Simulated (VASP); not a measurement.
Here is the system:

```yaml
crystal:
  lattice:
    - [-2.64000, 2.64000, 2.64000]
    - [2.64000, -2.64000, 2.64000]
    - [2.64000, 2.64000, -2.64000]
  atoms:
    - { symbol: K, position: [0.00000, 0.00000, 0.00000] }
```

Level of theory: PBE GGA, VASP's PBE PAW potentials (set 64) (plane waves; VASP). Settings: 480 eV cut-off, 10×10×10 Γ-centred mesh, first-order Methfessel-Paxton smearing of 0.10 eV, potentials K_sv.

Each relaxation starts from this cell; other phases were not tried.

**Question.** The cell is relaxed at 1 GPa. What happens?

**Answer.** The volume per atom goes from 73.60 to 60.56 Å³ (-17.7 %), and the cell becomes a = 4.948 Å, b = 4.948 Å, c = 4.948 Å, α = 90.00°, β = 90.00°, γ = 90.00°, space group Im-3m.

**Question.** The cell is relaxed at 10 GPa. What happens?

**Answer.** The volume per atom goes from 73.60 to 35.59 Å³ (-51.6 %), and the cell becomes a = b = c = 4.1443 Å, α = β = γ = 90.00°, space group Im-3m.

Failed runs are left out, and for metals the shear rows, which the mesh's noise covers.

The compound is K in the bcc structure. The cell was not relaxed at this level.
